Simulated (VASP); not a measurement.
Input:

```yaml
crystal:
  lattice:
    - [0.00000, 3.23842, 3.23842]
    - [3.23842, 0.00000, 3.23842]
    - [3.23842, 3.23842, 0.00000]
  atoms:
    - { symbol: K, position: [0.00000, 0.00000, 0.00000] }
    - { symbol: Cl, position: [0.50000, 0.50000, 0.50000] }
```

Calculation: AM05 GGA, VASP's PBE PAW potentials (set 64) (plane waves; VASP). Settings: 520 eV cut-off, 7×7×7 Γ-centred mesh, Gaussian smearing of 0.050 eV, potentials K_sv Cl.

Question: What does the run give for the energy per atom (σ→0), band gap (on the k-mesh) with the smallest direct gap where there is one?

Answer: 
```
Quantity                                      Value
-----------------------------------  --------------
band gap (on the k-mesh)                    4.98 eV
smallest direct gap (on the k-mesh)         4.98 eV
energy per atom (σ→0)                -3.351 eV/atom
```

The absolute energy has meaning only against runs of the same code, potentials and settings.

The compound is KCl in the rock salt structure. This cell is one point of a volume scan, at 1.06 of the reference volume.
